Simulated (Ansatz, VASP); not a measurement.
# Cross-check of AgH3Pb between VASP and Ansatz, part 2 of 2

One calculation is typed for both programs; each brings its own data sets. How far apart do they land? The cell is generated by rule, not measured, and may not be a known phase. The cell is taken from a series of runs on this material, whose earlier steps may have relaxed, scaled, displaced or heated it; both programs get it as it stands.

VASP 6.6.1 and Ansatz 0.2.0.

So far: The structure; Ansatz: relaxation of cell and atoms, PBEsol.

**3. VASP: relaxation of cell and atoms, PBEsol**

Level of this step: PBEsol; plane waves and PAW (Ag, Pb_d, H); invented cell (VASP).

The same cell, functional and mesh now go to VASP, with its own data sets.

Lines of VASP's logs that name or quote its potential files are left out, and so is its time.

File INCAR:

```
SYSTEM = AgH3Pb
PREC = Accurate
ENCUT = 500
EDIFF = 1E-07
NELM = 120
ISMEAR = 0
SIGMA = 0.01
LREAL = .FALSE.
ALGO = Normal
GGA = PS
NBANDS = 38
LASPH = .TRUE.
LORBIT = 11
LWAVE = .FALSE.
LCHARG = .FALSE.
ISIF = 3
IBRION = 2
NSW = 80
EDIFFG = -0.005
GGA_COMPAT = .FALSE.
NELMIN = 4
EFERMI = MIDGAP
KPAR = 2
```

File POSCAR:

```
AgH3Pb
1.0
    4.3692890000     -2.4313640000      0.0000000000
    4.3692890000      2.4313640000      0.0000000000
   -3.7924820000      0.0000000000      6.8052320000
Ag Pb H
2 2 6
Direct
    0.2575473369      0.7909479301      0.2455454862
    0.7909479301      0.2575473369      0.7455454862
    0.0251241417      0.4885784003      0.5081447627
    0.4885784003      0.0251241417      0.0081447627
    0.2619576834      0.4103575117      0.2185337693
    0.7016568827      0.5466767975      0.6391865847
    0.5466767975      0.7016568827      0.1391865847
    0.4103575117      0.2619576834      0.7185337693
    0.0280280900      0.9855169728      0.8885893971
    0.9855169090      0.0280280262      0.3885892502
```

File KPOINTS:

```
Automatic mesh
0
Gamma
6 6 4
0 0 0
```

Potentials, in the order of the species: Ag, Pb_d and H (PBE family, release 64).

The run is started by

```sh
$ mpirun -np 2 vasp_std
```

Numbers of over 12 decimals in the logs are rounded to 6 here.

The log of the run:

```text
[banner, memory and clock lines left out]
running    2 mpi-ranks, on    1 nodes
 distrk:  each k-point on    1 cores,    2 groups
 distr:  one band on    1 cores,    1 groups

 POSCAR found type information on POSCAR AgPbH
 POSCAR found :  3 types and      10 ions
|                                                                             |
|               ----> ADVICE to this user running VASP <----                  |
|                                                                             |
|     You enforced a specific xc type in the INCAR file but a different       |
|     [... a line on the potential file left out ...]
|     I HOPE YOU KNOW WHAT YOU ARE DOING!                                     |
|                                                                             |

 LDA part: xc-table for (Slater+PW92), standard interpolation
 POSCAR, INCAR and KPOINTS ok, starting setup
 FFT: planning ... GRIDC
 FFT: planning ... GRID_SOFT
 FFT: planning ... GRID
 WAVECAR not read
 entering main loop
       N       E                     dE             d eps       ncg     rms          rms(c)
DAV:   1     0.518521137360E+03    0.51852E+03   -0.25835E+04  3572   0.151E+03
DAV:   2     0.128946160597E+02   -0.50563E+03   -0.48560E+03  3662   0.402E+02
DAV:   3    -0.317977610825E+02   -0.44692E+02   -0.43727E+02  4388   0.145E+02
DAV:   4    -0.333929751941E+02   -0.15952E+01   -0.15917E+01  4106   0.278E+01
DAV:   5    -0.334586686986E+02   -0.65694E-01   -0.65691E-01  4854   0.595E+00    0.116E+01
DAV:   6    -0.312373424069E+02    0.22213E+01   -0.72864E+00  3952   0.211E+01    0.765E+00
DAV:   7    -0.310289274949E+02    0.20841E+00   -0.16525E+00  4358   0.714E+00    0.302E+00
DAV:   8    -0.309981739899E+02    0.30754E-01   -0.20110E-01  4856   0.196E+00    0.723E-01
DAV:   9    -0.309969777376E+02    0.11963E-02   -0.21948E-02  4404   0.131E+00    0.282E-01
DAV:  10    -0.309969508047E+02    0.26933E-04   -0.33490E-03  4356   0.426E-01    0.717E-02
DAV:  11    -0.309968482995E+02    0.10251E-03   -0.54922E-04  4702   0.216E-01    0.273E-02
DAV:  12    -0.309968686827E+02   -0.20383E-04   -0.62359E-05  4574   0.402E-02    0.935E-03
DAV:  13    -0.309968682414E+02    0.44125E-06   -0.45149E-06  4526   0.201E-02    0.281E-03
DAV:  14    -0.309968677518E+02    0.48959E-06   -0.57805E-07  3634   0.508E-03    0.848E-04
DAV:  15    -0.309968676995E+02    0.52352E-07   -0.91488E-08  2524   0.162E-03
   1 F= -.30996868E+02 E0= -.30996868E+02  d E =-.309969E+02
[...]
2 F= -.30996999E+02 E0= -.30996999E+02  d E =-.131731E-03
[...]
3 F= -.30997021E+02 E0= -.30997021E+02  d E =-.153355E-03
[...]
4 F= -.30997070E+02 E0= -.30997070E+02  d E =-.486141E-04
[...]
5 F= -.30997119E+02 E0= -.30997119E+02  d E =-.975527E-04
[...]
6 F= -.30997141E+02 E0= -.30997141E+02  d E =-.223679E-04
[...]
7 F= -.30997158E+02 E0= -.30997158E+02  d E =-.394380E-04
 curvature:  -3.49 expect dE=-0.286E-04 dE for cont linesearch -0.566E-07
 trial: gam= 0.62106 g(F)=  0.681E-05 g(S)=  0.139E-05 ort =-0.610E-06 (trialstep = 0.229E+01)
 search vector abs. value=  0.163E-04
 bond charge predicted
       N       E                     dE             d eps       ncg     rms          rms(c)
DAV:   1    -0.309971234363E+02    0.34684E-04   -0.16944E-02  3974   0.560E-01    0.245E-02
DAV:   2    -0.309971736595E+02   -0.50223E-04   -0.62228E-04  5146   0.174E-01    0.134E-02
DAV:   3    -0.309971701089E+02    0.35506E-05   -0.99254E-06  5100   0.274E-02    0.716E-03
DAV:   4    -0.309971685987E+02    0.15102E-05   -0.43686E-06  4872   0.221E-02    0.197E-03
DAV:   5    -0.309971686919E+02   -0.93220E-07   -0.70859E-07  3186   0.776E-03
   8 F= -.30997169E+02 E0= -.30997169E+02  d E =-.106472E-04
 trial-energy change:   -0.000011  1 .order   -0.000011   -0.000018   -0.000004
 step:   2.9203(harm=  2.9203)  dis= 0.00125  next Energy=   -30.997169 (dE=-0.114E-04)
 reached required accuracy - stopping structural energy minimisation
```

OUTCAR, selected parts (step 3):

```text
ion  position               nearest neighbor table
   1  0.258  0.791  0.246-  10 1.72   7 1.73   5 1.81   3 3.06   4 3.25   4 3.26   3 3.32   4 3.35
                             3 3.79
   2  0.791  0.258  0.746-   9 1.72   6 1.73   8 1.81   4 3.06   3 3.25   3 3.26   4 3.32   3 3.35
                             4 3.79
   3  0.025  0.489  0.508-   8 2.07   6 2.10  10 2.17   1 3.06   2 3.25   2 3.26   1 3.32   2 3.35
                             1 3.79
   4  0.489  0.025  0.008-   5 2.07   7 2.10   9 2.17   2 3.06   1 3.25   1 3.26   2 3.32   1 3.35
                             2 3.79
   5  0.262  0.410  0.219-   1 1.81   4 2.07
   6  0.702  0.547  0.639-   2 1.73   3 2.10
   7  0.547  0.702  0.139-   1 1.73   4 2.10
   8  0.410  0.262  0.719-   2 1.81   3 2.07
   9  0.028  0.986  0.889-   2 1.72   4 2.17
  10  0.986  0.028  0.389-   1 1.72   3 2.17

  LATTYP: Found a base centered monoclinic cell.
 ALAT       =     8.7385780000
 B/A-ratio  =     0.5564667386
 C/A-ratio  =     0.8915228507
 COS(beta)  =    -0.4867996777

 Subroutine GETGRP returns: Found  2 space group operations
 (whereof  1 operations were pure point group operations)

The static configuration has the point symmetry C_1 .
 The point group associated with its full space group is C_1h.

 Found     47 irreducible k-points:

   k-points           NKPTS =     47   k-points in BZ     NKDIM =     47   number of bands    NBANDS=     38

   dimension x,y,z NGX =    36 NGY =   36 NGZ =   60
   dimension x,y,z NGXF=    72 NGYF=   72 NGZF=  120

   ENCUT  =  500.0 eV  36.75 Ry    6.06 a.u.   9.12  9.12 14.20*2*pi/ulx,y,z

   NELECT =      56.0000    total number of electrons

 k-points in reciprocal lattice and weights: Automatic mesh
   0.00000000  0.00000000  0.00000000       0.007
   0.16666667 -0.00000000  0.00000000       0.028
   0.33333333 -0.00000000  0.00000000       0.028
   0.50000000 -0.00000000  0.00000000       0.014
   0.16666667  0.16666667  0.00000000       0.014
   0.33333333  0.16666667  0.00000000       0.028
   0.50000000  0.16666667  0.00000000       0.028
  -0.33333333  0.16666667 -0.00000000       0.028
  -0.16666667  0.16666667  0.00000000       0.014
[...]
-0.33333333  0.33333333  0.50000000       0.014
   0.50000000  0.50000000  0.50000000       0.007

 average (electrostatic) potential at core
       1 -75.1924       2 -75.1924       3 -92.8449       4 -92.8449       5 -31.8384
       6 -31.8288       7 -31.8288       8 -31.8384       9 -31.9498      10 -31.9498

 E-fermi :   4.2951

 k-point     1 :       0.0000    0.0000    0.0000
  band No.  band energies     occupation
    ...
     24       1.9178      2.00000
     25       2.2426      2.00000
     26       3.0472      2.00000
     27       3.2453      2.00000
     28       3.4034      2.00000
     29       5.4034      0.00000
     30       5.4841      0.00000
     31       6.3919      0.00000
     32       6.4702      0.00000
     33       7.3226      0.00000
    ...

 k-point     2 :       0.1667   -0.0000    0.0000
  band No.  band energies     occupation
    ...
     24       1.4450      2.00000
     25       1.7030      2.00000
     26       1.9745      2.00000
     27       2.9762      2.00000
     28       3.5558      2.00000
     29       5.3615      0.00000
     30       5.9881      0.00000
     31       6.3745      0.00000
     32       7.0961      0.00000
     33       7.7602      0.00000
    ...

 k-point     3 :       0.3333   -0.0000    0.0000
  band No.  band energies     occupation
    ...
     24       0.5475      2.00000
     25       1.0701      2.00000
     26       1.6582      2.00000
     27       2.4745      2.00000
     28       3.0271      2.00000
     29       4.9010      0.00000
     30       6.1726      0.00000
     31       6.7725      0.00000
     32       7.3871      0.00000
     33       8.4551      0.00000
    ...

  Total       -0.0057788     -0.0081461      0.0064450      0.0000000      0.0000000      0.0036219
  in kB       -0.0643613     -0.0907271      0.0717809      0.0000000      0.0000000      0.0403389
  external PRESSURE =      -0.0277691 kB  Pullay stress =       0.0000000 kB

  energy-cutoff  :      500.00
  volume of cell :      143.86
      direct lattice vectors                 reciprocal lattice vectors
     4.361490664 -2.426574678 -0.002978982     0.114683374 -0.206051767  0.063936228
     4.361490664  2.426574678 -0.002978982     0.114683374  0.206051767  0.063936228
    -3.790349177  0.000000000  6.798806340     0.000100500  0.000000000  0.147140671

 POSITION                                       TOTAL-FORCE (eV/Angst)
 -----------------------------------------------------------------------------------
      3.64265      1.29471      1.66532        -0.001383     -0.000191      0.001295
      1.74748     -1.29471      5.06472        -0.001383      0.000191      0.001295
      0.31795      1.12772      3.45281        -0.000035     -0.003838      0.000900
      2.21312     -1.12772      0.05341        -0.000035      0.003838      0.000900
      2.10018      0.35938      1.48480        -0.001233     -0.001952     -0.000372
      3.02335     -0.37407      4.34131         0.000244      0.002335     -0.000373
      4.91852      0.37407      0.94191         0.000244     -0.002335     -0.000373
      0.20500     -0.35938      4.88421        -0.001233      0.001952     -0.000372
      1.05097      2.32155      6.03938         0.002407     -0.001094     -0.001449
      2.94615     -2.32155      2.63998         0.002407      0.001094     -0.001449
 -----------------------------------------------------------------------------------
    total drift:                               -0.000560     -0.000035      0.000125

  FREE ENERGIE OF THE ION-ELECTRON SYSTEM (eV)
  ---------------------------------------------------
  free  energy   TOTEN  =       -30.9971686919 eV

  energy  without entropy=      -30.9971686919  energy(sigma->0) =      -30.99716869

 reached required accuracy - stopping structural energy minimisation

 total charge
# of ion       s       p       d       tot
------------------------------------------
    1        0.461   0.379   9.132   9.971
    2        0.461   0.379   9.132   9.971
    3        1.409   0.684   9.832  11.926
    4        1.409   0.684   9.832  11.926
    5        0.487   0.011   0.000   0.498
    6        0.501   0.013   0.000   0.514
    7        0.501   0.013   0.000   0.514
    8        0.487   0.011   0.000   0.498
    9        0.492   0.013   0.000   0.505
   10        0.492   0.013   0.000   0.505
--------------------------------------------------
tot          6.699   2.200  37.927  46.826

[... 3 further parts left out ...]
```

The gap is read on the k-mesh alone, so it is an upper bound where the band edges lie off the mesh. The PAW data sets were made with PBE, which is usual practice but a small mismatch for other functionals. The run keeps the 2 symmetry operations of its start, so it cannot find a distortion of lower symmetry.

**4. Side by side**

Known differences besides the potentials themselves: fixed occupations in Ansatz, narrow Gaussian smearing in VASP; the data sets hold 72 valence electrons in Ansatz (on its PAW soft_1 files) and 56 in VASP; the cutoff is 420 eV in Ansatz and 500 eV in VASP; Ansatz makes its cores anew for this functional, VASP keeps those of its PBE data sets; Ansatz adds a Pulay correction to the stress that steers its cell, VASP none. Total energies have different zeros and are not compared.

Compared:

```csv
quantity,Ansatz,VASP,difference
volume (Å³),144.72,143.86,+0.60 %
"edge a after relaxation, in the typed setting (Å)",4.999,4.991,+0.16 %
"edge c after relaxation, in the typed setting (Å)",7.806,7.784,+0.29 %
```

**5. Outcome**

```json
{
 "difference in volume (relaxation of cell and atoms, PBEsol)": "0.60 %"
}
```

What this shows: The difference in volume is 0.60 % (relaxation of cell and atoms, PBEsol), within the 1.2 % picked in this series as the mark of a large difference, as far as the stopping tolerances let one tell. The data sets hold unlike numbers of valence electrons (72 in Ansatz and 56 in VASP), so part of the differences may come from the potentials. 1 further pair of this series is not shown here. Such differences can come from data sets, numerical settings and the points named under the comparisons, not from the functional's error against experiment.

[Lines on the potential files, build, host, timing and source positions are cut from VASP's logs without a mark.]

[Logs are printed without paths, hosts, clocks, repeated set-up lines and the standing remarks that a program may print on its own settings, such as how far it seeks lower states.]

[Hosts, paths, dates, database ids (printed as entryN), source tags and the programs' standing remarks are cut or masked in the printed files.]
